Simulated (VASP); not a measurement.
## RuSe: single point with HSE(alpha, omega)

Crystal: RuSe.

```xyz
2
Lattice="3.1877 0.0000 0.0000 0.0000 3.1877 0.0000 0.0000 0.0000 3.1877" Properties=species:S:1:pos:R:3 pbc="T T T"
Ru    0.0000    0.0000    0.0000
Se    1.5938    1.5938    1.5938
```

The cell comes from a database or a generator and needn't be the stable form of this composition.

```json
{
 "Program": "VASP 6.6.1",
 "Task": "single point",
 "Functional": "HSE(alpha, omega)",
 "Potentials or basis": "VASP PAW PBE potentials, release 64 (Ru_pv, Se)",
 "Cutoff": "520 eV",
 "k mesh": "4 × 4 × 4",
 "Occupations": "fermi-dirac, width 0.05 eV",
 "Spin": "no spin polarisation",
 "Screening parameter": "0.3",
 "Grid for exact exchange (PRECFOCK)": "Fast",
 "Further INCAR settings": "ALGO = Normal; EDIFF = 1e-07; NBANDS = 17"
}
```

The pressure is -16.9 GPa and the band gap on the k mesh is none (metal or under the smearing width).

Levels at points of the mesh, in eV from the Fermi level:
```
           k point  band 8  band 9  band 10  band 11  band 12  band 13
(0.00, 0.00, 0.00)   -1.85   -1.85    -1.27    -1.27    -1.27     3.01
(0.50, 0.00, 0.00)   -3.54   -1.10     0.22     3.06     3.06     5.95
(0.50, 0.50, 0.00)   -2.38   -2.38    -1.17    -0.03     0.30     3.62
(0.50, 0.50, 0.50)    0.36    0.36     2.75     2.75     2.75     2.81
```

Run time: 120 s on 1 thread of Intel(R) Xeon(R) 6975P-C (Granite Rapids), on a shared host, peak memory 0.24 GiB.

Caveat: the k mesh is coarse (spacing up to 0.49 Å⁻¹), so the values aren't converged, least of all with exact exchange; the PAW data sets were made with another functional, which shifts forces and pressure a little.
